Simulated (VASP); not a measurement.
Input:

```
CELL_PARAMETERS angstrom
      4.95418     0.00000     0.00000
      0.00000     4.95418     0.00000
      0.00000     0.00000     4.95418
ATOMIC_POSITIONS crystal
  Nb 0.25000 0.00000 0.50000
  Nb 0.50000 0.25000 0.00000
  Nb 0.50000 0.75000 0.00000
  Nb 0.75000 0.00000 0.50000
  Nb 0.00000 0.50000 0.75000
  Nb 0.00000 0.50000 0.25000
  Sn 0.50000 0.50000 0.50000
  Sn 0.00000 0.00000 0.00000
```

Method: PBEsol GGA, VASP's PBE PAW potentials (set 64) (plane waves; VASP). Settings: 500 eV cut-off, 6×6×6 Γ-centred mesh, first-order Methfessel-Paxton smearing of 0.10 eV, potentials Nb_sv Sn_d.

Unless said otherwise, spin-orbit coupling is left out, though it shifts the bands of the heavy elements here.

### Question
What does the run give for the energy per atom (σ→0), pressure, band gap (on the k-mesh) with the smallest direct gap where there is one?

### Answer

The band gap (on the k-mesh) comes out as none (metal, semimetal or under 0.01 eV). The energy per atom (σ→0) comes out as -9.134 eV/atom. The pressure comes out as 45.09 GPa.

Only differences to runs with the same potentials and settings are physical.

The compound is Nb3Sn in the A15 structure. It was relaxed first under an external pressure of 45 GPa.
